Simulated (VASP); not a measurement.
Here is the system:

```xyz
2
Lattice="0.0000 3.2368 3.2368 3.2368 0.0000 3.2368 3.2368 3.2368 0.0000" Properties=species:S:1:pos:R:3 pbc="T T T"
Sn     0.0000     0.0000     0.0000
Sn     1.6184     1.6184     1.6184
```

Computed with LDA (Ceperley-Alder, Perdew-Zunger), VASP's LDA PAW potentials (set 64) (plane waves; VASP 6.6.1). Run with 400 eV cut-off, 9×9×9 Γ-centred mesh, first-order Methfessel-Paxton smearing of 0.10 eV, potentials Sn_d.

Unless said otherwise, spin-orbit coupling is left out, though it shifts the bands of the heavy elements here.

Question: Estimate the energy per atom (σ→0), band gap (on the k-mesh) with the smallest direct gap where there is one.

Answer: 
```yaml
band gap (on the k-mesh): none (metal, semimetal or under 0.01 eV)
energy per atom (σ→0): -4.469 eV/atom
```

The absolute energy has meaning only against runs of the same code, potentials and settings.

The structure comes from a computed database's Sn entry (Fd-3m); how it stands against other phases isn't given here. It was relaxed first. The start is the result of an earlier pass.
